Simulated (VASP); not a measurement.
```
CELL_PARAMETERS angstrom
      0.00000     3.00923     3.00923
      3.00923     0.00000     3.00923
      3.00923     3.00923     0.00000
ATOMIC_POSITIONS crystal
  Sr 0.00000 0.00000 0.00000
```

The numbers are results of PBE GGA, VASP's PBE PAW potentials (set 64) (plane waves; VASP), not measurements. Run with 480 eV cut-off, 8×8×8 Γ-centred mesh, Gaussian smearing of 0.050 eV, potentials Sr_sv.

Task: Estimate the energy per atom (σ→0), band gap (on the k-mesh) with the smallest direct gap where there is one.

Result: 
```yaml
band gap (on the k-mesh): none (metal, semimetal or under 0.01 eV)
energy per atom (σ→0): -1.643 eV/atom
```

Total energies compare only between runs with the same potentials, cut-off and functional.

The compound is Sr in the fcc structure. It was relaxed first.
